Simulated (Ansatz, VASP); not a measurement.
# ZnPS3: VASP beside Ansatz, part 2 of 2

Wanted: the spread between two codes on one cell, functional and k mesh. The cell is taken from a series of runs on this material, whose earlier steps may have relaxed, scaled, displaced or heated it; both programs get it as it stands.

VASP 6.6.1 and Ansatz 0.2.0.

So far: The starting structure; VASP: relaxation of cell and atoms, LDA.

## Step 3: Ansatz: relaxation of cell and atoms, LDA

Level of this step: Ansatz beside VASP: Kohn-Sham DFT, plane waves, LDA (Ansatz).

Ansatz runs on its default PAW (the set named soft_2) files.

The same cell, functional (in two slightly different forms), mesh and smearing now go to Ansatz, which takes its cutoff from its data sets.

The input, input.yaml:

```yaml
crystal:
  lattice:
    - [2.9240690911, -5.068857761, 0.0003371582]
    - [2.9240690911, 5.068857761, 0.0003371582]
    - [-1.9310533625, 0.0, 6.3013118549]
  atoms:
    - { symbol: Zn, position: [0.6674069794, 0.3325930206, 0.0] }
    - { symbol: Zn, position: [0.3325930206, 0.6674069794, 0.0] }
    - { symbol: P, position: [0.9420055719, 0.9420055719, 0.8265363257] }
    - { symbol: P, position: [0.0579944281, 0.0579944281, 0.1734636743] }
    - { symbol: S, position: [0.5801601651, 0.9164309796, 0.7487702062] }
    - { symbol: S, position: [0.0835690204, 0.4198398349, 0.2512297938] }
    - { symbol: S, position: [0.7466137585, 0.7466137585, 0.2506205515] }
    - { symbol: S, position: [0.2533862415, 0.2533862415, 0.7493794485] }
    - { symbol: S, position: [0.4198398349, 0.0835690204, 0.2512297938] }
    - { symbol: S, position: [0.9164309796, 0.5801601651, 0.7487702062] }
kpoints:
  mp_grid: { grid: [4, 4, 4] }
hamiltonian:
  xc: lda
scf:
  occupations: { method: fermi_dirac, width: 0.02 }
relax:
  f_tol: 0.01
  max_steps: 60
  cell: {}
output:
  write_density: true
  write_potential: true
  elf: true
  volumetric_format: npy
```

Launch:

```
> ansatz run input.yaml --threads 4 --pin off --max-ram 18432MiB --backend cpu --events-out ev --progress --plain --runs-dir out
```

Numbers of over 12 decimals in the logs are rounded to 6 here.

What it wrote:

```text
Engine: ansatz 0.2.0, aarch64-unknown-linux-gnu
Pseudopotentials: kind: paw
Pseudopotential: Zn, paw, valence charge 12, recommended cutoff 420 eV (normal), Zn.paw.azcp
Pseudopotential: P, paw, valence charge 5, recommended cutoff 420 eV (normal), P.paw.azcp
Pseudopotential: S, paw, valence charge 6, recommended cutoff 420 eV (normal), S.paw.azcp
Functional definition: SPW92
  exchange = slater_x
  correlation = pw_c
Crystal: 10 atoms, lattice volume = 186.799 Å³
Basis set: ecut = 420 eV, 3641 PW (Γ)
Bands: 45, of which v1, the nominal top of the filled ones, is band 35 counted from 1 (34 counted from 0)
Symmetry: 4 space group operations
Space group: C2/m (ITA 12), of the structure as read, at distance tolerance 5.7e-5 Å
k-points: 24 of 64
Non-local potential: Zn, projectors of the file, l = 0: 2, l = 1: 2, l = 2: 3, l = 3: 1
Non-local potential: P, projectors of the file, l = 0: 2, l = 1: 2, l = 2: 2
Non-local potential: S, projectors of the file, l = 0: 2, l = 1: 2, l = 2: 2
PAW form: soft (Blöchl's): semilocal exchange-correlation on the pseudo side does not see the compensation charge
PAW frozen core: Zn, regenerated for the run's functional, and the local potential with it (the file was generated under x = pbe(κ = 0.804, μ = 0.219515), c = pbe(β = 0.066725))
PAW frozen core: P, regenerated for the run's functional, and the local potential with it (the file was generated under x = pbe(κ = 0.804, μ = 0.219515), c = pbe(β = 0.066725))
PAW frozen core: S, regenerated for the run's functional, and the local potential with it (the file was generated under x = pbe(κ = 0.804, μ = 0.219515), c = pbe(β = 0.066725))
PAW one-centre angular grid: Zn, 590 points (default); XC on 64 Gauss nodes
PAW one-centre angular grid: P, 110 points (default); XC on 64 Gauss nodes
PAW one-centre angular grid: S, 110 points (default); XC on 64 Gauss nodes
Initial density: superposition of atomic densities (neutral atoms: chi_scale 0, normalization atom), corrected by the library's trained network
Initial wavefunctions: pseudopotential atomic-orbital guess
Functional: x = slater, c = lda
SCF iter   1: F=—  HF=-13165.902384 eV  |F-HF|=—  |Δ(HF+E_count)|=         —  Δρ=6.25e-3  dr2=6.05e-2  ethr=1.77e-3  ⟨swp⟩=10.0  Hψ=5928  notcnv=0  defer=4
preconditioner: auto → Resta (q_TF=auto, 2.317 Å⁻¹)  ε∞=6.0  [insulator: Δε(μ)=2.104 eV  Ē_g=10.163 eV  σ=0.020 eV  W_gap=1.00  n_scr=38 (ndim 8)  ℏωp=22.7 eV  f_vac=0.015  D(μ)=0.00/eV (n_scr^D=0)  ε∞_Penn≈6.0]
SCF iter   2: F=—  HF=-13165.889378 eV  |F-HF|=—  |Δ(HF+E_count)|=   1.30e-2  Δρ=3.20e-3  dr2=1.66e-2  ethr=8.64e-5  ⟨swp⟩=2.2  Hψ=2132  notcnv=0  defer=67
SCF iter   3: F=—  HF=-13165.886699 eV  |F-HF|=—  |Δ(HF+E_count)|=   2.68e-3  Δρ=1.82e-3  dr2=4.28e-3  ethr=2.37e-5  ⟨swp⟩=2.1  Hψ=1861  notcnv=0  defer=67
SCF iter   4: F=—  HF=-13165.884721 eV  |F-HF|=—  |Δ(HF+E_count)|=   1.98e-3  Δρ=3.52e-4  dr2=4.64e-4  ethr=6.11e-6  ⟨swp⟩=2.0  Hψ=1841  notcnv=0  defer=67
SCF iter   5: F=—  HF=-13165.884645 eV  |F-HF|=—  |Δ(HF+E_count)|=   7.58e-5  Δρ=1.68e-4  dr2=7.05e-5  ethr=6.62e-7  ⟨swp⟩=2.0  Hψ=1710  notcnv=0  defer=66
SCF iter   6: F=—  HF=-13165.884675 eV  |F-HF|=—  |Δ(HF+E_count)|=   2.93e-5  Δρ=5.46e-5  dr2=9.65e-6  ethr=1.01e-7  ⟨swp⟩=2.0  Hψ=1625  notcnv=0  defer=66
SCF iter   7: F=—  HF=-13165.884676 eV  |F-HF|=—  |Δ(HF+E_count)|=   1.91e-6  Δρ=1.46e-5  dr2=8.59e-7  ethr=1.38e-8  ⟨swp⟩=2.1  Hψ=1601  notcnv=0  defer=66
SCF iter   8: F=-13165.884676 eV  HF=-13165.884676 eV  |F-HF|=9.28e-9  |Δ(HF+E_count)|=   2.82e-8  Δρ=2.62e-6  dr2=2.30e-8  ethr=1.43e-10  ⟨swp⟩=10.3  Hψ=10108  notcnv=0
SCF 1 converged in 8 iterations: F = -13165.884676 eV  dr2 = 2.30e-8
  greatest PAW one-centre occupation: 0.988 electrons in one spin orbital (limit 2), on the Zn atom at site 1 (counted from 0), in its partial waves of l = 2
relax step   1: F+E_penalty+E_count = -13165.88467649 eV  Δ(F+E_penalty+E_count) = +0.000e0 eV  max|allowed force component| = 4.809e-3 eV/Å  Δτ_max = 0.0000 Å  P = -0.010 GPa  Ω = 186.799 Å³  (8 SCF iters, dr2 threshold 1.00e-7 eV, accepted)
Initial density: handed on by an earlier stage of this run
Initial wavefunctions: pseudopotential atomic-orbital guess (no wavefunctions were taken with the density)
iter 1 solved again at ethr=2.99e-6 eV; its pass at ethr=3.10e-3 eV (dr2=2.09e-3 eV) is discarded
SCF iter   1: F=—  HF=-13165.884642 eV  |F-HF|=—  |Δ(HF+E_count)|=         —  Δρ=3.76e-6  dr2=2.25e-8  ethr=2.99e-6  ⟨swp⟩=4.3  Hψ=9199  notcnv=0
eigensolver tolerance schedule: the retry pair's looser diagonalisation over-reported the residual by 92815.88 of it (diagonalisation noise at an unbounded share of the residual, at the tolerance the schedule requests for it); recorded, not acted on — ethr = c·dr2/N_el stays at c = 1.0e-1
preconditioner: auto → Resta (q_TF=auto, 2.317 Å⁻¹)  ε∞=6.0  [insulator: Δε(μ)=2.145 eV  Ē_g=10.165 eV  σ=0.020 eV  W_gap=1.00  n_scr=38 (ndim 8)  ℏωp=22.7 eV  f_vac=0.011  D(μ)=0.00/eV (n_scr^D=0)  ε∞_Penn≈6.0]
SCF iter   2: F=—  HF=-13165.884676 eV  |F-HF|=—  |Δ(HF+E_count)|=   3.40e-5  Δρ=2.62e-6  dr2=1.73e-8  ethr=3.22e-11  ⟨swp⟩=4.8  Hψ=3627  notcnv=0
SCF iter   3: F=—  HF=-13165.884676 eV  |F-HF|=—  |Δ(HF+E_count)|=   1.97e-9  Δρ=1.69e-6  dr2=6.45e-9  ethr=2.47e-11  ⟨swp⟩=1.3  Hψ=1211  notcnv=0
SCF iter   4: F=—  HF=-13165.884676 eV  |F-HF|=—  |Δ(HF+E_count)|=  7.57e-10  Δρ=8.15e-7  dr2=1.21e-9  ethr=9.21e-12  ⟨swp⟩=2.0  Hψ=1910  notcnv=0
SCF iter   5: F=—  HF=-13165.884676 eV  |F-HF|=—  |Δ(HF+E_count)|=  3.27e-10  Δρ=4.13e-7  dr2=2.94e-10  ethr=1.73e-12  ⟨swp⟩=2.0  Hψ=1751  notcnv=0
SCF iter   6: F=—  HF=-13165.884676 eV  |F-HF|=—  |Δ(HF+E_count)|=  7.28e-12  Δρ=2.58e-7  dr2=1.14e-10  ethr=1.00e-12  ⟨swp⟩=8.4  Hψ=6347  notcnv=0
SCF iter   7: F=-13165.884676 eV  HF=-13165.884676 eV  |F-HF|=9.09e-12  |Δ(HF+E_count)|=  2.55e-11  Δρ=9.28e-8  dr2=1.30e-11  ethr=1.00e-12  ⟨swp⟩=6.8  Hψ=5386  notcnv=0
SCF 2 converged in 7 iterations: F = -13165.884676 eV  dr2 = 1.30e-11
relax step   2: F+E_penalty+E_count = -13165.88467650 eV  Δ(F+E_penalty+E_count) = -9.750e-9 eV  max|allowed force component| = 4.770e-3 eV/Å  Δτ_max = 0.0000 Å  P = -0.009 GPa  Ω = 186.799 Å³  stress off target by 2.45e-2 GPa  SCF on the basis re-selected at this cell (its energy is not comparable with the rows above)  (7 SCF iters)
basis re-selected at this cell: Δ(F+E_penalty+E_count) = -9.750e-9 eV, ΔP = +0.000 GPa vs the last step (what re-selecting the basis moved, of the pressure what is left beyond the Pulay correction that the steps carried, after the strain that the cell walked since its last selection, with what the two solves' SCF thresholds leave and, on support functions, any second-order correction that the steps lacked; it is no m [...]
SCF converged after 7 iterations
Free energy (F): -13165.884676 eV
Harris-Foulkes:  -13165.884676 eV  (|F-HF|=9.09e-12)
Internal energy: -13165.884676 eV  (E = F + TS)
E sigma→0 (E₀):  -13165.884676 eV
Fermi energy:    7.221332 eV
--- Per-component energies (eV) ---
  E_band       = 7.331460
  E_kinetic    = 1057.404404
  E_local      = -5443.547029  (includes V_loc(G=0)·N_el)
  E_nonlocal   = 1485.164888
  E_hartree    = 2260.315607
  E_xc         = -973.564199
  E_vxc        = -758.791603  (∫ρ·V_xc dr)
  E_paw        = -8009.909013  (= ΣΔE_a)
  E_vpaw       = -853.529750  (= ΣTr[D̂ρ^β])
  E_aug_tail   = -0.000723  (compensation charges beyond the density's cutoff)
  E_ewald      = -3546.016783
  E_core_change = 4.268171  (= ΣΔE_core)
  E_smearing   = -0.000000  (= −TS)
  E_closure    = 0.000000  (closes the sum)
  Σ components = -13165.884676   (vs F -13165.884676, Δ=0.00e0)
--- Forces (eV/Å), atoms counted from 1 ---
  atom   1  Zn    -0.00000000     0.00113092     0.00000000
  atom   2  Zn     0.00000000    -0.00113092    -0.00000000
  atom   3  P     -0.00315801     0.00000000    -0.00477019
  atom   4  P      0.00315801    -0.00000000     0.00477019
  atom   5  S      0.00309654     0.00244354    -0.00165531
  atom   6  S     -0.00309654     0.00244354     0.00165531
  atom   7  S      0.00241879     0.00000000    -0.00009423
  atom   8  S     -0.00241879    -0.00000000     0.00009423
  atom   9  S     -0.00309654    -0.00244354     0.00165531
  atom  10  S      0.00309654    -0.00244354    -0.00165531
  max |Σ_I F_I| component: 8.67e-19 eV/Å
--- Stress (GPa, compression-positive) ---
        0.018603      -0.000000      -0.004990
       -0.000000      -0.022713      -0.000000
       -0.004990      -0.000000      -0.023904
  P = ⅓ Tr σ = -0.0093 GPa (-0.093 kbar)
--- Band table (eV; the first three rows and the last of 24) ---
  k-point 0: bands = [... 31 lower, 5.2861, 5.3714, 5.7876, 5.8377, 8.2930, 9.4088, 9.5147, 9.8316, ... 6 higher]
  k-point 1: bands = [... 31 lower, 5.2863, 5.2872, 5.8423, 5.8567, 8.5695, 9.4547, 9.8116, 9.8363, ... 6 higher]
  k-point 2: bands = [... 31 lower, 5.2191, 5.2974, 5.8539, 5.9190, 8.7752, 9.4009, 9.6525, 9.7599, ... 6 higher]
  k-point 23: bands = [... 31 lower, 4.4781, 5.2271, 5.6936, 5.7908, 8.9619, 9.1373, 9.4834, 9.7067, ... 6 higher]
--- Relaxed structure (1 steps of the walk, 1 accepted, 1 SCFs on fresh bases) ---
  F+E_penalty+E_count = -13165.88467650 eV   max|allowed force component| = 4.770e-3 eV/Å   (the final SCF, on the basis selected at the relaxed cell)
  cell:  # Å, volume = 186.7988 Å³
    - [2.9240690911, -5.068857761, 0.0003371582]
    - [2.9240690911, 5.068857761, 0.0003371582]
    - [-1.9310533625, 0.0, 6.3013118549]
  atoms:
    - { symbol: Zn, position: [0.6674069794, 0.3325930206, 0] }
    - { symbol: Zn, position: [0.3325930206, 0.6674069794, 0] }
    - { symbol: P, position: [0.9420055719, 0.9420055719, 0.826536] }
    - { symbol: P, position: [0.057994, 0.057994, 0.1734636743] }
    - { symbol: S, position: [0.580160, 0.916431, 0.748770] }
    - { symbol: S, position: [0.083569, 0.4198398349, 0.2512297938] }
    - { symbol: S, position: [0.7466137585, 0.7466137585, 0.250621] }
    - { symbol: S, position: [0.2533862415, 0.2533862415, 0.7493794485] }
    - { symbol: S, position: [0.4198398349, 0.083569, 0.2512297938] }
    - { symbol: S, position: [0.916431, 0.580160, 0.748770] }
```

## Step 4: Side by side

Known differences besides the potentials themselves: the two LDA forms differ slightly; the cutoff is 420 eV in Ansatz and 500 eV in VASP; VASP's log shows a relativistic correction to its local exchange, Ansatz's none; Ansatz adds a Pulay correction to the stress that steers its cell, VASP none. Total energies have different zeros and are not compared.

Both answers:

| quantity | Ansatz | VASP | difference |
| --- | --- | --- | --- |
| volume (Å³) | 186.80 | 186.39 | +0.22 % |
| edge a after relaxation, in the typed setting (Å) | 5.852 | 5.849 | +0.04 % |
| edge c after relaxation, in the typed setting (Å) | 6.591 | 6.581 | +0.15 % |

## Step 5: Results

| Property | Result |
| --- | --- |
| difference in volume (relaxation of cell and atoms, LDA) | 0.22 % |

In words: The difference in volume is 0.22 % (relaxation of cell and atoms, LDA), within the 1.2 % picked in this series as the mark of a large difference, as far as the stopping tolerances let one tell. How closely two codes agree says nothing of how well the functional describes the real material.

[Lines on the potential files, build, host, timing and source positions are cut from VASP's logs without a mark.]

[Logs are printed without paths, hosts, clocks, repeated set-up lines and the standing remarks that a program may print on its own settings, such as how far it seeks lower states.]

[Hosts, paths, dates, database ids (printed as entryN), source tags and the programs' standing remarks are cut or masked in the printed files.]
